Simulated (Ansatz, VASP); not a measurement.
**Two plane-wave programs on Hf8SO15 (a cell with a defect)**

```
Hf S O
1.0
     0.00000    5.11500    5.11500
     5.11500    0.00000    5.11500
     5.11500    5.11500    0.00000
Hf S O
8 1 15
Direct
  0.99197 0.99197 0.99197
  0.99197 0.99197 0.52409
  0.99197 0.52409 0.99197
  0.99262 0.50246 0.50246
  0.52409 0.99197 0.99197
  0.50246 0.99262 0.50246
  0.50246 0.50246 0.99262
  0.50246 0.50246 0.50246
  0.12500 0.12500 0.12500
  0.11979 0.11979 0.63021
  0.11979 0.63021 0.11979
  0.11979 0.63021 0.63021
  0.63021 0.11979 0.11979
  0.63021 0.11979 0.63021
  0.63021 0.63021 0.11979
  0.62500 0.62500 0.62500
  0.37500 0.37500 0.37500
  0.38409 0.38409 0.86591
  0.38409 0.86591 0.38409
  0.38409 0.86591 0.86591
  0.86591 0.38409 0.38409
  0.86591 0.38409 0.86591
  0.86591 0.86591 0.38409
  0.87500 0.87500 0.87500
```

Alike in both runs: task electric field gradients; functional r2SCAN; k mesh 3 × 3 × 3; occupations fermi-dirac, width 0.01 eV; no spin polarisation.

|  | VASP | Ansatz |
| --- | --- | --- |
| version | VASP 6.6.1 | Ansatz 0.2.0 |
| potentials or method | VASP PAW PBE potentials, release 64 (Hf_pv, S, O) | plane-wave PAW, scalar-relativistic |
| plane-wave cutoff (eV) | 520 | 500 |
| valence electrons in the cell | 176 | 304 |

```tsv
	VASP	Ansatz	Ansatz less VASP
gap on the k mesh at the Fermi level (eV)	3.56	3.55	-0.014
pressure (GPa)	2.6	6.2	+3.58
rms of the force components (eV/Å)	0.084	0.043	-0.0403
Vzz of the field gradient on the site that differs most (V/Å²)	-136.4	-143.1	-6.68
```

Atom by atom the forces differ by 0.042 eV/Å (rms over components). One of these differences is far larger than is usual between the two programs; its cause wasn't traced. With one functional, cell and mesh, what is left measures potentials, basis and numerics. The two sets of potentials don't hold the same shells in valence. Ansatz warned: «gradients_without_spin_orbit».

Caveats: the PAW data sets were made with another functional, which shifts forces and pressure a little (VASP); spin-orbit coupling is left out, which moves the levels of the heavy elements. r2SCAN opens gaps a little over a GGA but as a rule still falls short of measured ones.
